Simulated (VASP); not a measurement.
A convergence study with VASP on BAs (zinc blende): one setting is varied, all else stays as given below, so the limit is that of these other settings.

```
AsB
1.0
    0.00000     2.39000     2.39000
    2.39000     0.00000     2.39000
    2.39000     2.39000     0.00000
B As
1 1
Cartesian
  0.00000   0.00000   0.00000
  1.19500   1.19500   1.19500
```

The numbers are results of LDA (Ceperley-Alder, Perdew-Zunger), VASP's LDA PAW potentials (set 64) (plane waves; VASP 6.6.1), not measurements. The tightest run used: 700 eV cut-off, 20×20×20 Γ-centred mesh, Gaussian smearing of 0.010 eV, potentials B As.

**Question.** The settings run are 4×4×4 mesh; 6×6×6 mesh; 10×10×10 mesh; 12×12×12 mesh; 14×14×14 mesh; 16×16×16 mesh; 18×18×18 mesh; 20×20×20 mesh. From which on does the mean ε∞ stay within 0.05  of the tightest run?

**Answer.** From 12×12×12 mesh on: it is off by 0.03 there and by no more than 0.05 in any finer run, while 10×10×10 mesh is off by 0.12.
| setting | mean ε∞ | highest Γ mode (cm⁻¹) | irreducible k-points | difference judged () |
|---|---|---|---|---|
| 4×4×4 mesh | 15.09 | 698.4 | 8 | 5.35 |
| 6×6×6 mesh | 11.22 | 685.9 | 16 | 1.48 |
| 10×10×10 mesh | 9.86 | 683.7 | 47 | 0.12 |
| 12×12×12 mesh | 9.77 | 683.6 | 72 | 0.03 |
| 14×14×14 mesh | 9.75 | 683.6 | 104 | 0.01 |
| 16×16×16 mesh | 9.74 | 683.6 | 145 | 0.00 |
| 18×18×18 mesh | 9.74 | 683.6 | 195 | 0.00 |
| 20×20×20 mesh | 9.74 | 683.6 | 256 | 0.00 |

Left out are rungs that failed or repeat a setting and relaxations that didn't move; long series are thinned to 24 rows.

The compound is BAs in the zinc blende structure. The cell was not relaxed at this level.
